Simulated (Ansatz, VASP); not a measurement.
# MgO (Periclase) in two plane-wave programs, part 2 of 2

One calculation is typed for both programs; each brings its own data sets. How far apart do they land?  Valence electrons are named where the data sets of a main pair hold unlike numbers.

VASP 6.6.1 and Ansatz 0.2.0.

So far: Set-up; VASP: band structure, B3LYP with an exact-exchange share of 0.2; Ansatz: band structure, B3LYP with an exact-exchange share of 0.2.

The database entry behind the starting cell differs from later determinations by our own check (about 0.1 % long), so it need not match the best structure at ambient conditions.

## Step 4: Side by side

Known differences besides the potentials themselves: exact exchange at q = 0 is treated differently, which shows on coarse meshes; VASP keeps PBE cores, Ansatz makes them for the functional; the data sets hold 16 valence electrons in Ansatz (on its default PAW (the set named soft_2) files) and 8 in VASP; the cutoff is 420 eV in Ansatz and 520 eV in VASP; VASP's log shows a relativistic correction to its local exchange, Ansatz's none; VASP takes a coarser grid for exact exchange (PRECFOCK = Fast). Total energies have different zeros and are not compared.

The two programs side by side:

```
                     quantity  Ansatz   VASP  difference
gap over the path points (eV)   6.962  6.938      +0.024
```

Levels at points of the path, from each program's valence-band top (eV; 3 filled, then empty):

```
k (reciprocal lattice)                         Ansatz                           VASP
     0.000 0.000 0.000      0.00 0.00 0.00 6.96 18.12      0.00 0.00 0.00 6.94 18.14
     0.500 0.000 0.500  -4.20 -1.42 -1.42 11.47 12.18  -4.23 -1.43 -1.43 11.47 12.12
     0.500 0.200 0.700  -3.43 -2.60 -1.81 13.45 14.11  -3.45 -2.62 -1.81 13.44 14.06
     0.400 0.350 0.750  -3.57 -2.79 -1.26 12.57 14.11  -3.59 -2.80 -1.27 12.55 14.06
     0.150 0.150 0.300   -2.38 -0.79 -0.28 9.59 14.88   -2.38 -0.79 -0.28 9.57 14.88
     0.200 0.200 0.200   -1.99 -0.25 -0.25 8.81 15.48   -2.00 -0.25 -0.25 8.79 15.48
     0.550 0.400 0.550  -4.45 -1.45 -0.83 11.23 14.96  -4.46 -1.45 -0.83 11.21 14.94
     0.600 0.250 0.650  -3.57 -2.79 -1.26 12.57 14.11  -3.59 -2.80 -1.27 12.55 14.06
     0.500 0.250 0.750  -3.04 -3.04 -1.85 14.14 14.14  -3.06 -3.06 -1.85 14.14 14.14
     0.500 0.500 0.500  -4.77 -0.69 -0.69 10.25 15.18  -4.78 -0.69 -0.69 10.23 15.17
```

Among the levels compared at these points, filled levels agree within 31 meV and empty ones within 55 meV.

## Step 5: VASP: band structure, PBE-EpsX with an exact-exchange share of 0.319

The same path points are solved in both programs, so levels can be compared one by one.

The run reads the wave functions of an earlier VASP run, which isn't shown here.

Input file INCAR:

```
SYSTEM = MgO
PREC = Accurate
ENCUT = 520
EDIFF = 1E-06
NELM = 100
ISMEAR = 0
SIGMA = 0.02
LREAL = .FALSE.
ALGO = Normal
LHFCALC = .TRUE.
AEXX = 0.319
GGA = PE
LASPH = .TRUE.
NBANDS = 10
PRECFOCK = Fast
HFRCUT = -1
LORBIT = 11
LWAVE = .FALSE.
LCHARG = .FALSE.
KPAR = 4
```

Input file POSCAR:

```
MgO
1.0
    0.0000000000      2.1085000000      2.1085000000
    2.1085000000      0.0000000000      2.1085000000
    2.1085000000      2.1085000000      0.0000000000
Mg O
1 1
Direct
    0.0000000000      0.0000000000      0.0000000000
    0.5000000000      0.5000000000      0.5000000000
```

Input file KPOINTS:

```
Automatic mesh
0
Gamma
6 6 6
0 0 0
```

Input file KPOINTS_OPT:

```
Line mode
6
Line-mode
Reciprocal
  0.00000000   0.00000000   0.00000000 GAMMA
  0.50000000   0.00000000   0.50000000 X

  0.50000000   0.00000000   0.50000000 X
  0.50000000   0.25000000   0.75000000 W

  0.50000000   0.25000000   0.75000000 W
  0.37500000   0.37500000   0.75000000 K

  0.37500000   0.37500000   0.75000000 K
  0.00000000   0.00000000   0.00000000 GAMMA

  0.00000000   0.00000000   0.00000000 GAMMA
  0.50000000   0.50000000   0.50000000 L

  0.50000000   0.50000000   0.50000000 L
  0.62500000   0.25000000   0.62500000 U

  0.62500000   0.25000000   0.62500000 U
  0.50000000   0.25000000   0.75000000 W

  0.50000000   0.25000000   0.75000000 W
  0.50000000   0.50000000   0.50000000 L

  0.50000000   0.50000000   0.50000000 L
  0.37500000   0.37500000   0.75000000 K

  0.62500000   0.25000000   0.62500000 U
  0.50000000   0.00000000   0.50000000 X
```

The projector-augmented-wave data sets are Mg and O (PBE family, release 64).

Run with:

```
$ mpirun -np 4 vasp_std
```

Numbers of over 12 decimals in the logs are rounded to 6 here.

Output:

```text
[banner, memory and clock lines left out]
running    4 mpi-ranks, on    1 nodes
[...]
LDA part: xc-table for (Slater+PW92), standard interpolation
 found WAVECAR, reading the header
 POSCAR, INCAR and KPOINTS ok, starting setup
[...]
HFRCUT set to (new)   9.887929
 reading WAVECAR
 the WAVECAR file was read successfully
 initial charge from wavefunction
 entering main loop
       N       E                     dE             d eps       ncg     rms          rms(c)
DAV:   1    -0.155842811190E+02   -0.15584E+02   -0.51561E-01   320   0.509E+00    0.343E-01
DAV:   2    -0.155889908421E+02   -0.47097E-02   -0.74236E-03   336   0.643E-01    0.250E-01
DAV:   3    -0.155880847364E+02    0.90611E-03   -0.94150E-04   336   0.202E-01    0.162E-01
DAV:   4    -0.155878335787E+02    0.25116E-03   -0.22687E-04   326   0.101E-01    0.103E-01
[...]
DAV:   8    -0.155876905064E+02    0.36030E-05   -0.15569E-06   292   0.130E-02    0.110E-02
DAV:   9    -0.155876893317E+02    0.11747E-05   -0.63274E-07   160   0.799E-03    0.663E-03
DAV:  10    -0.155876889464E+02    0.38535E-06   -0.21957E-07   160   0.548E-03
   1 F= -.15587689E+02 E0= -.15587689E+02  d E =-.171104E-11
 Start KPOINTS_OPT (optional k-point list driver)
k-point batch [1-16\60]
       N       E                     dE             ncg
DAV:   1    -0.145870400967E+03   -0.53164E+04      384
DAV:   2    -0.633035736716E+03   -0.48717E+03      362
DAV:   3    -0.648337345015E+03   -0.15302E+02      366
DAV:   4    -0.648468759587E+03   -0.13141E+00      360
DAV:   5    -0.648469108005E+03   -0.34842E-03      360
DAV:   6    -0.648469109307E+03   -0.13025E-05      370
DAV:   7    -0.648469109313E+03   -0.58055E-08      274
[...]
k-point batch [49-60\60]
       N       E                     dE             ncg
DAV:   1     0.136715426735E+04   -0.46293E+04      264
DAV:   2     0.975650576680E+03   -0.39150E+03      286
DAV:   3     0.962737483819E+03   -0.12913E+02      276
DAV:   4     0.962619073409E+03   -0.11841E+00      274
DAV:   5     0.962618774442E+03   -0.29897E-03      290
DAV:   6     0.962618773305E+03   -0.11367E-05      278
DAV:   7     0.962618773300E+03   -0.48781E-08      240
```

Parts of OUTCAR (step 5):

```text
 POSITION                                       TOTAL-FORCE (eV/Angst)
 -----------------------------------------------------------------------------------
      0.00000      0.00000      0.00000         0.000000      0.000000      0.000000
      2.10850      2.10850      2.10850         0.000000      0.000000     -0.000000
 -----------------------------------------------------------------------------------
    total drift:                                0.000000      0.000000      0.000000

  FREE ENERGIE OF THE ION-ELECTRON SYSTEM (eV)
  ---------------------------------------------------
  free  energy   TOTEN  =       -15.5876889464 eV

  energy  without entropy=      -15.5876889464  energy(sigma->0) =      -15.58768895

[... 2 parts as in an earlier step ...]

[... 1 further part left out ...]
[key lines of the parts left out:]
E-fermi :   1.1451
```

## Step 6: Ansatz: band structure, PBE-EpsX with an exact-exchange share of 0.319

The same cell, functional, mesh and smearing now go to Ansatz, which takes its cutoff from its data sets.

Input file input.yaml:

```yaml
crystal:
  lattice:
    - [0.0, 2.1085, 2.1085]
    - [2.1085, 0.0, 2.1085]
    - [2.1085, 2.1085, 0.0]
  atoms:
    - { symbol: Mg, position: [0.0, 0.0, 0.0] }
    - { symbol: O, position: [0.5, 0.5, 0.5] }
hamiltonian:
  xc: { exchange: pbe, correlation: pbe, exx: { coeff: 0.319 } }
  pseudopotentials: { kind: paw }
kpoints:
  mp_grid: { grid: [6, 6, 6] }
  band_path:
    path:
      - [0.0, 0.0, 0.0]
      - [0.5, 0.0, 0.5]
      - [0.5, 0.2, 0.7]
      - [0.4, 0.35, 0.75]
      - [0.15, 0.15, 0.3]
      - [0.2, 0.2, 0.2]
      - [0.55, 0.4, 0.55]
      - [0.6, 0.25, 0.65]
      - [0.5, 0.25, 0.75]
      - [0.5, 0.5, 0.5]
      - [0.375, 0.375, 0.75]
      - [0.5, 0.0, 0.5]
    npoints: 1
scf:
  occupations: { method: gaussian, width: 0.02 }
  n_extra_bands: 7
output:
  forces: true
  stress: true
  eigenvalues: true
```

Run with:

```
$ ansatz run input.yaml --threads 4 --pin off --max-ram 9216MiB --backend cpu --events-out ev --progress --plain --runs-dir out
```

Output:

```text
[...]
Crystal: 2 atoms, lattice volume = 18.748 Å³
Basis set: ecut = 420 eV, 339 PW (Γ), exchange–correlation on 40×40×40 points (8 copies of the dense FFT grid, shifted against one another)
Bands: 15, of which v1, the nominal top of the filled ones, is band 8 counted from 1 (7 counted from 0)
Symmetry: 48 space group operations
[...]
k-points: 16 of 216
[...]
--- Band table (eV; the first three rows and the last of 16) ---
  k-point 0: bands = [... 4 lower, -13.2679, 5.9829, 5.9829, 5.9829, 13.8735, 25.2938, 25.2938, 25.2938, ... 3 higher]
  k-point 1: bands = [... 4 lower, -12.9586, 4.3978, 5.7873, 5.7873, 15.3621, 22.9020, 25.9116, 25.9116, ... 3 higher]
  k-point 2: bands = [... 4 lower, -12.2679, 2.0140, 5.4231, 5.4231, 16.9457, 21.9588, 26.1772, 26.1772, ... 3 higher]
  k-point 15: bands = [... 4 lower, -11.5883, 2.1088, 3.5384, 4.1557, 19.8947, 20.9692, 22.1780, 26.3212, ... 3 higher]
[key lines of the parts left out:]
Free energy (F): -2494.743548 eV
Fermi energy:    9.928166 eV
P = ⅓ Tr σ = -3.2657 GPa (-32.657 kbar)
```

Wall time 7.7 s (4 threads of Arm Neoverse V2, shared host); peak memory 0.54 GiB.

## Step 7: Side by side

What differs besides the data sets and the points named for the pairs above, as far as they apply: the data sets hold 16 valence electrons in Ansatz (on its default PAW (the set named soft_2) files) and 8 in VASP. Total energies have different zeros and are not compared.

The two programs side by side:

```
                     quantity  Ansatz   VASP  difference
gap over the path points (eV)   7.891  7.843      +0.048
```

Levels at points of the path, from each program's valence-band top (eV; 3 filled, then empty):

```
k (reciprocal lattice)                         Ansatz                           VASP
     0.000 0.000 0.000      0.00 0.00 0.00 7.89 19.31      0.00 0.00 0.00 7.84 19.28
     0.500 0.000 0.500  -4.45 -1.50 -1.50 12.32 13.43  -4.48 -1.51 -1.51 12.30 13.33
     0.500 0.200 0.700  -3.63 -2.76 -1.89 14.44 15.46  -3.66 -2.77 -1.90 14.42 15.36
     0.400 0.350 0.750  -3.78 -2.94 -1.33 13.54 15.42  -3.81 -2.95 -1.34 13.51 15.34
     0.150 0.150 0.300  -2.50 -0.83 -0.29 10.63 15.87  -2.51 -0.83 -0.29 10.58 15.85
     0.200 0.200 0.200   -2.09 -0.27 -0.27 9.81 16.50   -2.10 -0.27 -0.27 9.77 16.48
     0.550 0.400 0.550  -4.68 -1.53 -0.87 12.17 16.21  -4.70 -1.54 -0.88 12.14 16.18
     0.600 0.250 0.650  -3.78 -2.94 -1.33 13.54 15.42  -3.81 -2.95 -1.34 13.51 15.34
     0.500 0.250 0.750  -3.22 -3.22 -1.93 15.19 15.19  -3.24 -3.24 -1.94 15.18 15.18
     0.500 0.500 0.500  -5.01 -0.73 -0.73 11.14 16.48  -5.03 -0.73 -0.73 11.11 16.44
```

Among the levels compared at these points, filled levels agree within 32 meV and empty ones within 104 meV.

## Step 8: Results

* largest difference of a filled level at the path points (band structure, B3LYP with an exact-exchange share of 0.2): 31 meV
* largest difference of a filled level at the path points (band structure, PBE-EpsX with an exact-exchange share of 0.319): 32 meV
* difference in gap over the path points (band structure, PBE-EpsX with an exact-exchange share of 0.319): 0.048 eV

The difference in gap over the path points is 0.048 eV (band structure, PBE-EpsX with an exact-exchange share of 0.319), within the 0.08 eV picked in this series as the mark of a large difference. The data sets hold unlike numbers of valence electrons (16 in Ansatz and 8 in VASP), so part of the differences comes from the potentials. How closely two codes agree says nothing of how well the functional describes the real material.

[Lines on the potential files, build, host, timing and source positions are cut from VASP's logs without a mark.]

[Logs are printed without paths, hosts, clocks, repeated set-up lines and the standing remarks that a program may print on its own settings, such as how far it seeks lower states.]

[Hosts, paths, dates, database ids (printed as entryN), source tags and the programs' standing remarks are cut or masked in the printed files.]
